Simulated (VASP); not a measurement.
The system is TbO.

```
CELL_PARAMETERS angstrom
2.78384 0.00000 0.00000
0.00000 2.78384 0.00000
0.00000 0.00000 5.56768
ATOMIC_POSITIONS crystal
Tb 0.00000 0.00000 0.00000
Tb 0.00000 0.00000 0.50000
O 0.50000 0.50000 0.25000
O 0.50000 0.50000 0.75000
```

The cell comes from a database or a generator and needn't be the stable form of this composition.

Base run:

| Quantity | Value |
| --- | --- |
| Program | VASP 6.6.1 |
| Functional | PBEsol |
| Potentials or basis | VASP PAW PBE potentials, release 64 (Tb, O) |
| Cutoff | 520 eV |
| k mesh | 7 × 7 × 4 |
| Occupations | gaussian, width 0.05 eV |
| Spin | collinear spin, antiferromagnetic start |
| Starting moments | [6.0, -6.0, 0.0, 0.0] μB |
| Hubbard terms | Tb f U = 3 eV |

Its results: band gap on the k mesh none (metal or under the smearing width); pressure 39.1 GPa; net moment 0.00 μB per cell; site moments Tb +5.49, -5.49; O +0.00 μB.

**Question.** The run is repeated on the same cell with these changes: hubbard terms from Tb f U = 3 eV to Tb f U = 4 eV; further incar settings from ALGO = Normal; EDIFF = 1e-06 to ALGO = Normal; EDIFF = 1e-07; NBANDS = 37. What comes out?

**Answer.** Band gap on the k mesh none (metal or under the smearing width); pressure 39.5 GPa; net moment 0.00 μB per cell; site moments Tb +5.47, -5.47; O +0.00 μB.

Caveats: the magnetic or orbital state may not be the lowest; a pressure of tens of GPa on the cell as given is suspect, and the run, the potentials or the cell itself is likely at fault; the PAW data sets were made with another functional, which shifts forces and pressure a little; spin-orbit coupling is left out, which moves the levels of the heavy elements.

Not every run made on this cell is shown here.
